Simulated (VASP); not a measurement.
# GaP: what each functional gives for the gap, part 2 of 3

Aim: the gap of GaP on one structure at many levels of theory. The starting structure is a measured crystal structure from the Crystallography Open Database. Cell and atoms stay as given. Meshes and data sets differ where the inputs say so.

VASP 6.6.1.

Results so far: LDA 1.445 eV; PBE 1.598 eV; r2SCAN 1.858 eV.

## 5. Bands with TB-mBJ

Level of this step: TB-mBJ; plane waves and PAW (Ga_d, P) (VASP).

TB-mBJ is a local potential fitted to gaps: it costs far less than a hybrid but gives no energy. Its energies, forces and stress mean nothing.

The input, INCAR:

```
SYSTEM = GaP
PREC = Accurate
ENCUT = 350
EDIFF = 1E-06
NELM = 150
ISMEAR = 0
SIGMA = 0.03
LREAL = .FALSE.
ALGO = Normal
METAGGA = MBJ
LASPH = .TRUE.
NBANDS = 21
LORBIT = 11
LWAVE = .FALSE.
LCHARG = .FALSE.
KPAR = 4
```

The input, POSCAR:

```
GaP
1.0
    0.0000000000      2.7252500000      2.7252500000
    2.7252500000      0.0000000000      2.7252500000
    2.7252500000      2.7252500000      0.0000000000
Ga P
1 1
Direct
    0.0000000000      0.0000000000      0.0000000000
    0.7500000000      0.7500000000      0.7500000000
```

The input, KPOINTS:

```
Automatic mesh
0
Gamma
8 8 8
0 0 0
```

The input, KPOINTS_OPT:

```
Line mode
10
Line-mode
Reciprocal
  0.00000000   0.00000000   0.00000000 GAMMA
  0.50000000   0.00000000   0.50000000 X

  0.50000000   0.00000000   0.50000000 X
  0.50000000   0.25000000   0.75000000 W

  0.50000000   0.25000000   0.75000000 W
  0.37500000   0.37500000   0.75000000 K

  0.37500000   0.37500000   0.75000000 K
  0.00000000   0.00000000   0.00000000 GAMMA

  0.00000000   0.00000000   0.00000000 GAMMA
  0.50000000   0.50000000   0.50000000 L

  0.50000000   0.50000000   0.50000000 L
  0.62500000   0.25000000   0.62500000 U

  0.62500000   0.25000000   0.62500000 U
  0.50000000   0.25000000   0.75000000 W

  0.50000000   0.25000000   0.75000000 W
  0.50000000   0.50000000   0.50000000 L

  0.50000000   0.50000000   0.50000000 L
  0.37500000   0.37500000   0.75000000 K

  0.62500000   0.25000000   0.62500000 U
  0.50000000   0.00000000   0.50000000 X
```

PAW data sets: Ga_d and P (PBE family, release 64).

Command:

```console
$ mpirun -np 4 vasp_std
```

The program printed:

```text
[banner, memory and clock lines left out]
running    4 mpi-ranks, on    1 nodes
[...]
[... a notice as in an earlier step ...]

 LDA part: xc-table for (None), standard interpolation
 POSCAR, INCAR and KPOINTS ok, starting setup
[...]
entering main loop
       N       E                     dE             d eps       ncg     rms          rms(c)
DAV:   1     0.226821824433E+03    0.22682E+03   -0.66906E+03  1356   0.971E+02
DAV:   2     0.138067720929E+03   -0.88754E+02   -0.82085E+02  1313   0.260E+02
DAV:   3     0.129975272676E+03   -0.80924E+01   -0.80248E+01  1451   0.565E+01
DAV:   4     0.129856551808E+03   -0.11872E+00   -0.11867E+00  1439   0.715E+00
[...]
DAV:  41     0.131487490741E+03   -0.62625E-05   -0.25378E-11   674   0.467E-05    0.277E-05
DAV:  42     0.131487487482E+03   -0.32591E-05   -0.93220E-12   674   0.274E-05    0.102E-05
DAV:  43     0.131487486763E+03   -0.71921E-06   -0.23199E-12   679   0.123E-05
   1 F= 0.13148749E+03 E0= 0.13148749E+03  d E =-.570455E-13
 Start KPOINTS_OPT (optional k-point list driver)
k-point batch [1-29\100]
       N       E                     dE             ncg
DAV:   1    -0.139242010572E+03   -0.13227E+05     1393
DAV:   2    -0.278195766210E+04   -0.26427E+04     1279
DAV:   3    -0.302378959715E+04   -0.24183E+03     1539
DAV:   4    -0.302751941124E+04   -0.37298E+01     1465
DAV:   5    -0.302755930485E+04   -0.39894E-01     1447
DAV:   6    -0.302756078208E+04   -0.14772E-02     1703
DAV:   7    -0.302756079469E+04   -0.12612E-04     1434
DAV:   8    -0.302756079488E+04   -0.19093E-06     1156
[...]
k-point batch [88-100\100]
       N       E                     dE             ncg
DAV:   1     0.806437451421E+04   -0.74554E+04      576
DAV:   2     0.677903080700E+04   -0.12853E+04      575
DAV:   3     0.666223383706E+04   -0.11680E+03      678
DAV:   4     0.666025262145E+04   -0.19812E+01      681
DAV:   5     0.666023423711E+04   -0.18384E-01      617
DAV:   6     0.666023360072E+04   -0.63639E-03      786
DAV:   7     0.666023359645E+04   -0.42677E-05      613
DAV:   8     0.666023359627E+04   -0.18376E-06      569
```

It took 35 s on 4 MPI ranks of Intel Xeon Platinum 8259CL at 2.50GHz (Skylake/Cascade Lake), shared host; peak memory 0.59 GiB; 2.1 min of CPU time.

From OUTCAR (step 5):

```text
  Total      -93.7377472    -93.7377472    -93.7377472      0.0000000     -0.0000000      0.0000000
  in kB    -3710.0183175  -3710.0183175  -3710.0183175      0.0000000     -0.0000000      0.0000000
  external PRESSURE =   -3710.0183175 kB  Pullay stress =       0.0000000 kB

 POSITION                                       TOTAL-FORCE (eV/Angst)
 -----------------------------------------------------------------------------------
      0.00000      0.00000      0.00000        -0.000000      0.000000      0.000000
      4.08788      4.08788      4.08788         0.000000     -0.000000     -0.000000
 -----------------------------------------------------------------------------------
    total drift:                               -0.000112     -0.000112     -0.000112

  FREE ENERGIE OF THE ION-ELECTRON SYSTEM (eV)
  ---------------------------------------------------
  free  energy   TOTEN  =       131.4874867628 eV

  energy  without entropy=      131.4874867628  energy(sigma->0) =      131.48748676

[... 2 parts as in an earlier step ...]

[... 1 further part left out ...]
[key lines of the parts left out:]
E-fermi :   4.6552
```

TB-mBJ gives a least gap of 2.387 eV, and a least direct gap of 2.953 eV. The least gap is +0.941 eV from that of LDA.

## 6. Bands with LDA + spin-orbit coupling

Spin-orbit coupling is switched on in this step.

The input, INCAR:

```
SYSTEM = GaP
PREC = Accurate
ENCUT = 350
EDIFF = 1E-06
NELM = 100
ISMEAR = 0
SIGMA = 0.03
LREAL = .FALSE.
ALGO = Normal
GGA = CA
LNONCOLLINEAR = .TRUE.
MAGMOM = 0 0 0 0 0 0
NBANDS = 30
GGA_COMPAT = .FALSE.
LASPH = .TRUE.
LSORBIT = .TRUE.
LORBIT = 11
LWAVE = .FALSE.
LCHARG = .FALSE.
KPAR = 4
```

POSCAR is that of step 5.

KPOINTS is that of step 5.

KPOINTS_OPT is that of step 5.

The projector-augmented-wave data sets are Ga_d and P (LDA family, release 64).

Command:

```console
$ mpirun -np 4 vasp_ncl
```

The program printed:

```text
[... set-up lines as in an earlier step ...]
 entering main loop
       N       E                     dE             d eps       ncg     rms          rms(c)
DAV:   1     0.109140001734E+03    0.10914E+03   -0.67673E+03  2814   0.141E+03
DAV:   2     0.358478234003E+01   -0.10556E+03   -0.10001E+03  2688   0.365E+02
DAV:   3    -0.103149693557E+02   -0.13900E+02   -0.13730E+02  3068   0.102E+02
DAV:   4    -0.107541798630E+02   -0.43921E+00   -0.43830E+00  3150   0.199E+01
[...]
DAV:  11    -0.104467557333E+02    0.25263E-05   -0.54205E-05  3626   0.123E-01    0.124E-02
DAV:  12    -0.104467591169E+02   -0.33836E-05   -0.72306E-06  2896   0.279E-02    0.817E-03
DAV:  13    -0.104467589857E+02    0.13123E-06   -0.44552E-07  1908   0.849E-03
   1 F= -.10446759E+02 E0= -.10446759E+02  d E =-.175339E-25  mag=     0.0000    -0.0000     0.0000
 Start KPOINTS_OPT (optional k-point list driver)
k-point batch [1-43\100]
       N       E                     dE             ncg
DAV:   1     0.670826713621E+03   -0.15275E+05     2854
DAV:   2    -0.389941592116E+04   -0.45702E+04     2700
DAV:   3    -0.450230691032E+04   -0.60289E+03     3158
DAV:   4    -0.452118099722E+04   -0.18874E+02     3098
DAV:   5    -0.452162787572E+04   -0.44688E+00     3182
DAV:   6    -0.452165200723E+04   -0.24132E-01     3810
DAV:   7    -0.452165221641E+04   -0.20917E-03     3260
DAV:   8    -0.452165221936E+04   -0.29541E-05     2724
DAV:   9    -0.452165221970E+04   -0.33614E-06     1964
[...]
k-point batch [87-100\100]
       N       E                     dE             ncg
DAV:   1     0.146982736084E+05   -0.72426E+04      922
DAV:   2     0.132657820223E+05   -0.14325E+04      922
DAV:   3     0.130895297903E+05   -0.17625E+03     1026
DAV:   4     0.130845416558E+05   -0.49881E+01     1004
DAV:   5     0.130844268421E+05   -0.11481E+00     1048
DAV:   6     0.130844201112E+05   -0.67309E-02     1238
DAV:   7     0.130844200483E+05   -0.62892E-04     1102
DAV:   8     0.130844200477E+05   -0.59300E-06      860
```

Wall time 37 s (4 MPI ranks); peak memory 0.86 GiB; 2.2 min of CPU time.

From OUTCAR (step 6):

```text
  Total       -0.7321119     -0.7321119     -0.7321119      0.0000000      0.0000000     -0.0000000
  in kB      -28.9760391    -28.9760391    -28.9760391      0.0000000      0.0000000     -0.0000000
  external PRESSURE =     -28.9760391 kB  Pullay stress =       0.0000000 kB

 POSITION                                       TOTAL-FORCE (eV/Angst)
 -----------------------------------------------------------------------------------
      0.00000      0.00000      0.00000        -0.000000      0.000000      0.000000
      4.08788      4.08788      4.08788         0.000000     -0.000000     -0.000000
 -----------------------------------------------------------------------------------
    total drift:                                0.000000      0.000000      0.000000

  FREE ENERGIE OF THE ION-ELECTRON SYSTEM (eV)
  ---------------------------------------------------
  free  energy   TOTEN  =       -10.4467589857 eV

  energy  without entropy=      -10.4467589857  energy(sigma->0) =      -10.44675899

 magnetization (x)
# of ion       s       p       d       tot
------------------------------------------
    1       -0.000   0.000  -0.000  -0.000
    2       -0.000  -0.000   0.000  -0.000
--------------------------------------------------
tot         -0.000  -0.000  -0.000  -0.000

 magnetization (y)
# of ion       s       p       d       tot
------------------------------------------
    1        0.000   0.000   0.000   0.000
    2        0.000  -0.000   0.000  -0.000
--------------------------------------------------
tot          0.000  -0.000   0.000  -0.000

 magnetization (z)
# of ion       s       p       d       tot
------------------------------------------
    1        0.000  -0.000  -0.000  -0.000
    2       -0.000   0.000   0.000  -0.000
--------------------------------------------------
tot         -0.000   0.000  -0.000  -0.000

[... 1 part as in an earlier step ...]

[... 2 further parts left out ...]
[key lines of the parts left out:]
E-fermi :   4.7448
```

LDA + spin-orbit coupling gives a least gap of 1.417 eV, and a least direct gap of 1.608 eV. The least gap is -0.029 eV from that of LDA.

## 7. Bands with r2SCAN + spin-orbit coupling

Edit INCAR of step 6 so:

```diff
@@ -9,3 +9,4 @@
 ALGO = Normal
-GGA = CA
+METAGGA = R2SCAN
+LASPH = .TRUE.
 LNONCOLLINEAR = .TRUE.
@@ -14,3 +15,2 @@
 GGA_COMPAT = .FALSE.
-LASPH = .TRUE.
 LSORBIT = .TRUE.
```

POSCAR is that of step 6.

KPOINTS is that of step 6.

KPOINTS_OPT is that of step 6.

Potentials, in the order of the species: Ga_d and P (PBE family, release 64).

Command:

```console
$ mpirun -np 4 vasp_ncl
```

The program printed:

```text
[... set-up lines as in an earlier step ...]
 entering main loop
       N       E                     dE             d eps       ncg     rms          rms(c)
DAV:   1     0.983936502074E+02    0.98394E+02   -0.69461E+03  2808   0.145E+03
DAV:   2    -0.931327921980E+01   -0.10771E+03   -0.10194E+03  2718   0.374E+02
DAV:   3    -0.233102698408E+02   -0.13997E+02   -0.13832E+02  3030   0.104E+02
DAV:   4    -0.237361015982E+02   -0.42583E+00   -0.42500E+00  3136   0.200E+01
[...]
DAV:  11    -0.214667931336E+02    0.14687E-04   -0.87233E-06  3656   0.381E-02    0.276E-02
DAV:  12    -0.214667926046E+02    0.52908E-06   -0.17209E-05  2826   0.469E-02    0.320E-03
DAV:  13    -0.214667935545E+02   -0.94997E-06   -0.14086E-06  2968   0.189E-02
   1 F= -.21466794E+02 E0= -.21466794E+02  d E =-.267825E-15  mag=     0.0000     0.0000    -0.0000
 Start KPOINTS_OPT (optional k-point list driver)
k-point batch [1-43\100]
       N       E                     dE             ncg
DAV:   1     0.636795801471E+03   -0.15309E+05     2872
DAV:   2    -0.409486778941E+04   -0.47317E+04     2698
DAV:   3    -0.470940440538E+04   -0.61454E+03     3156
DAV:   4    -0.472809163815E+04   -0.18687E+02     3052
DAV:   5    -0.472849897864E+04   -0.40734E+00     3142
DAV:   6    -0.472852065178E+04   -0.21673E-01     3842
DAV:   7    -0.472852085704E+04   -0.20526E-03     3250
DAV:   8    -0.472852085942E+04   -0.23778E-05     2550
DAV:   9    -0.472852085975E+04   -0.32594E-06     2050
[...]
k-point batch [87-100\100]
       N       E                     dE             ncg
DAV:   1     0.146685959226E+05   -0.72723E+04      930
DAV:   2     0.131958061067E+05   -0.14728E+04      922
DAV:   3     0.130197506946E+05   -0.17606E+03     1034
DAV:   4     0.130149719020E+05   -0.47788E+01      992
DAV:   5     0.130148659727E+05   -0.10593E+00     1044
DAV:   6     0.130148604086E+05   -0.55641E-02     1218
DAV:   7     0.130148603657E+05   -0.42910E-04     1094
DAV:   8     0.130148603653E+05   -0.40933E-06      830
```

Wall time 2.4 min (4 MPI ranks); peak memory 1.1 GiB; 8.6 min of CPU time.

OUTCAR, selected parts (step 7):

```text
  Total       -0.0109949     -0.0109949     -0.0109949      0.0000000      0.0000000     -0.0000000
  in kB       -0.4351650     -0.4351650     -0.4351650      0.0000000      0.0000000     -0.0000000
  external PRESSURE =      -0.4351650 kB  Pullay stress =       0.0000000 kB

 POSITION                                       TOTAL-FORCE (eV/Angst)
 -----------------------------------------------------------------------------------
      0.00000      0.00000      0.00000         0.000000      0.000000      0.000000
      4.08788      4.08788      4.08788        -0.000000     -0.000000     -0.000000
 -----------------------------------------------------------------------------------
    total drift:                                0.000007      0.000007      0.000007

  FREE ENERGIE OF THE ION-ELECTRON SYSTEM (eV)
  ---------------------------------------------------
  free  energy   TOTEN  =       -21.4667935545 eV

  energy  without entropy=      -21.4667935545  energy(sigma->0) =      -21.46679355

 magnetization (x)
# of ion       s       p       d       tot
------------------------------------------
    1        0.000   0.000   0.000   0.000
    2       -0.000  -0.000   0.000  -0.000
--------------------------------------------------
tot         -0.000  -0.000   0.000  -0.000

 magnetization (y)
# of ion       s       p       d       tot
------------------------------------------
    1        0.000   0.000   0.000   0.000
    2       -0.000  -0.000   0.000  -0.000
--------------------------------------------------
tot         -0.000   0.000   0.000  -0.000

 magnetization (z)
# of ion       s       p       d       tot
------------------------------------------
    1        0.000   0.000  -0.000   0.000
    2       -0.000   0.000   0.000   0.000
--------------------------------------------------
tot         -0.000   0.000  -0.000   0.000

[... 2 parts as in an earlier step ...]

[... 1 further part left out ...]
[key lines of the parts left out:]
E-fermi :   4.6414
```

r2SCAN + spin-orbit coupling gives a least gap of 1.831 eV, and a least direct gap of 2.318 eV. The least gap is -0.027 eV from that of r2SCAN.

## 8. Bands with TB-mBJ + spin-orbit coupling

Edit INCAR of step 7 so:

```diff
@@ -4,3 +4,3 @@
 EDIFF = 1E-06
-NELM = 100
+NELM = 150
 ISMEAR = 0
@@ -9,3 +9,3 @@
 ALGO = Normal
-METAGGA = R2SCAN
+METAGGA = MBJ
 LASPH = .TRUE.
```

POSCAR is that of step 7.

KPOINTS is that of step 7.

KPOINTS_OPT is that of step 7.

Command:

```console
$ mpirun -np 4 vasp_ncl
```

The program printed:

```text
[... set-up lines as in an earlier step ...]
 entering main loop
       N       E                     dE             d eps       ncg     rms          rms(c)
DAV:   1     0.245288153655E+03    0.24529E+03   -0.66705E+03  2792   0.139E+03
DAV:   2     0.143099999688E+03   -0.10219E+03   -0.96471E+02  2718   0.350E+02
DAV:   3     0.130231904428E+03   -0.12868E+02   -0.12712E+02  3078   0.979E+01
DAV:   4     0.129856989257E+03   -0.37492E+00   -0.37427E+00  3100   0.182E+01
[...]
DAV:  26     0.131480305095E+03    0.40813E-05   -0.41322E-09  1320   0.612E-04    0.407E-04
DAV:  27     0.131480294646E+03   -0.10449E-04   -0.16370E-09  1344   0.435E-04    0.506E-04
DAV:  28     0.131480294578E+03   -0.67445E-07   -0.65139E-10  1326   0.226E-04
   1 F= 0.13148029E+03 E0= 0.13148029E+03  d E =-.158362E-17  mag=     0.0000     0.0000     0.0000
 Start KPOINTS_OPT (optional k-point list driver)
k-point batch [1-43\100]
       N       E                     dE             ncg
DAV:   1     0.842468248262E+03   -0.15103E+05     2864
DAV:   2    -0.379681919674E+04   -0.46393E+04     2692
DAV:   3    -0.438026278310E+04   -0.58344E+03     3168
DAV:   4    -0.439700984988E+04   -0.16747E+02     3042
DAV:   5    -0.439732162433E+04   -0.31177E+00     3072
DAV:   6    -0.439733680890E+04   -0.15185E-01     3782
DAV:   7    -0.439733691135E+04   -0.10245E-03     3182
DAV:   8    -0.439733691243E+04   -0.10867E-05     2362
DAV:   9    -0.439733691267E+04   -0.23333E-06     2002
[...]
k-point batch [87-100\100]
       N       E                     dE             ncg
DAV:   1     0.147386168592E+05   -0.72022E+04      936
DAV:   2     0.133012553697E+05   -0.14374E+04      906
DAV:   3     0.131327905348E+05   -0.16846E+03     1032
DAV:   4     0.131284128660E+05   -0.43777E+01      964
DAV:   5     0.131283289234E+05   -0.83943E-01     1056
DAV:   6     0.131283244069E+05   -0.45166E-02     1210
DAV:   7     0.131283243813E+05   -0.25569E-04     1090
DAV:   8     0.131283243811E+05   -0.23116E-06      786
```

It took 88 s on 4 MPI ranks; peak memory 1.1 GiB.

From OUTCAR (step 8):

```text
  Total      -93.7735806    -93.7735806    -93.7735806      0.0000000     -0.0000000      0.0000000
  in kB    -3711.4365572  -3711.4365572  -3711.4365572      0.0000000     -0.0000000      0.0000000
  external PRESSURE =   -3711.4365572 kB  Pullay stress =       0.0000000 kB

 POSITION                                       TOTAL-FORCE (eV/Angst)
 -----------------------------------------------------------------------------------
      0.00000      0.00000      0.00000         0.000000      0.000000     -0.000000
      4.08788      4.08788      4.08788        -0.000000     -0.000000      0.000000
 -----------------------------------------------------------------------------------
    total drift:                               -0.000002     -0.000002     -0.000002

  FREE ENERGIE OF THE ION-ELECTRON SYSTEM (eV)
  ---------------------------------------------------
  free  energy   TOTEN  =       131.4802945783 eV

  energy  without entropy=      131.4802945783  energy(sigma->0) =      131.48029458

 magnetization (x)
# of ion       s       p       d       tot
------------------------------------------
    1        0.000  -0.000   0.000  -0.000
    2        0.000   0.000   0.000   0.000
--------------------------------------------------
tot          0.000  -0.000   0.000  -0.000

 magnetization (y)
# of ion       s       p       d       tot
------------------------------------------
    1       -0.000  -0.000   0.000  -0.000
    2        0.000   0.000   0.000   0.000
--------------------------------------------------
tot         -0.000  -0.000   0.000  -0.000

 magnetization (z)
# of ion       s       p       d       tot
------------------------------------------
    1       -0.000   0.000   0.000   0.000
    2       -0.000   0.000   0.000   0.000
--------------------------------------------------
tot         -0.000   0.000   0.000   0.000

[... 2 parts as in an earlier step ...]

[... 1 further part left out ...]
[key lines of the parts left out:]
E-fermi :   4.7073
```

TB-mBJ + spin-orbit coupling gives a least gap of 2.361 eV, and a least direct gap of 2.928 eV. The least gap is -0.026 eV from that of TB-mBJ.

(Continued in part 3 of 3.)

[Lines on the potential files, build, host, timing and source positions are cut from VASP's logs without a mark.]

[Logs are printed without paths, hosts, clocks, repeated set-up lines and the standing remarks that a program may print on its own settings, such as how far it seeks lower states.]

[Hosts, paths, dates, database ids (printed as entryN), source tags and the programs' standing remarks are cut or masked in the printed files.]
